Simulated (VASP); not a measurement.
Runs of VASP 6.6.1 on Na. It takes space group Im-3m (No. 229, cubic). The conventional cell has a = 4.235 Å, b = 4.235 Å, c = 4.235 Å, α = 90.00°, β = 90.00°, γ = 90.00°. Around Na (site symmetry m-3m) lie 8 Na at 3.67 Å. 

```tsv
task	level	potentials or basis	cell	k mesh	cutoff (eV)	gap on the mesh (eV)	pressure (GPa)	relaxed volume (Å³/atom)
relaxation of cell and atoms	PBEsol	VASP PAW PBE potentials, release 64 (Na)	relaxed	14 × 14 × 14	580	none	0.0	36.24
relaxation of cell and atoms	RPBE	VASP PAW PBE potentials, release 64 (Na_pv)	relaxed	14 × 14 × 14	600	none	0.0	39.49
single point	PBEsol	VASP PAW PBE potentials, release 64 (Na_pv)	as given	14 × 14 × 14	520	none	(a)	-
relaxation of cell and atoms	PBEsol	VASP PAW PBE potentials, release 64 (Na_pv)	relaxed	6 × 6 × 6	600	none	0.0	36.72
relaxation of cell and atoms	LDA	VASP PAW LDA potentials, release 64 (Na_pv)	relaxed	14 × 14 × 14	600	none	0.0	(b)
```

Alike in all rows: no spin polarisation; smearing gaussian 0.1 eV.

Fill in the values left out.

(a) -0.3; (b) 33.20.

Caveats: the PAW data sets were made with another functional, which shifts forces and pressure a little (some runs); the volume moved by -13 % from the deposited cell, more than functionals usually miss (some runs).

A gap of «none» marks a metal or a gap under the smearing width.

The runs don't all hold the same shells in valence.

Runs at the PBE level aren't shown here.
